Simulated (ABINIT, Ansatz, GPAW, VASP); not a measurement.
## Ir (Fm-3m, 1 atom in the cell) computed with different codes at matched settings

Self-consistent single point, at a second geometry (lattice scaled by 0.98). First geometry:

```
Ir
1.0
    0.00000     1.92000     1.92000
    1.92000     0.00000     1.92000
    1.92000     1.92000     0.00000
Ir
1
Direct
  0.00000   0.00000   0.00000
```

Shared settings, as Ansatz (a first-principles code) writes them: kpoints.mp_grid.grid = 10 10 10; scf.occupations.method = fermi_dirac; scf.occupations.width = 0.1 eV. Potentials and cutoffs stand in the table.

```json
[
 {"code": "GPAW", "model": "PBE, GPAW PAW datasets PBE (gpaw-data 1.0.1)", "ΔF from the first geometry (meV/atom)": "108.0", "pressure (GPa)": "34.89", "cutoff": "550 eV"},
 {"code": "ABINIT", "model": "PBE, PAW (JTH v2.0 PBE PAW)", "ΔF from the first geometry (meV/atom)": "114.6", "pressure (GPa)": "36.61", "cutoff": "20 Ha"},
 {"code": "Ansatz", "model": "PBE, default PAW files", "ΔF from the first geometry (meV/atom)": "114.8", "pressure (GPa)": "36.59", "cutoff": "420 eV"},
 {"code": "VASP", "model": "PBE, VASP's PBE PAW potentials (set 64)", "ΔF from the first geometry (meV/atom)": "118.5", "pressure (GPa)": "36.75", "cutoff": "300 eV"}
]
```

For VASP (by 0.8 GPa) the energy change implies a higher mean pressure, against the two pressures, than for the other programs: a sign of finite-basis (Pulay) stress.

On Ansatz's run: spin-orbit coupling is off. Spin polarisation is off.

The spread over the programs that give each value: ΔF from the first geometry within 10.5 meV/atom; pressure within 1.86 GPa.

Ansatz's pressure is given at a fixed set of plane waves, as the other plane-wave codes print theirs; with its correction for the finite basis it is 36.70 GPa. In the pressure, GPAW (by 1.71) lies more than 1 GPa from the median of the plane-wave programs.

VASP's run is marked for a possible Pulay error in its stress at this cutoff; no cutoff test was made.

The starting cell has typed, rounded lattice constants, without a prior relaxation at this level. For this run, on top of that: lattice scaled by 0.98.

Left out of this page: Quantum ESPRESSO, CP2K, Elk, FLEUR and SIESTA (not drawn, or without a comparable value).

Keys are those of Ansatz 0.2.
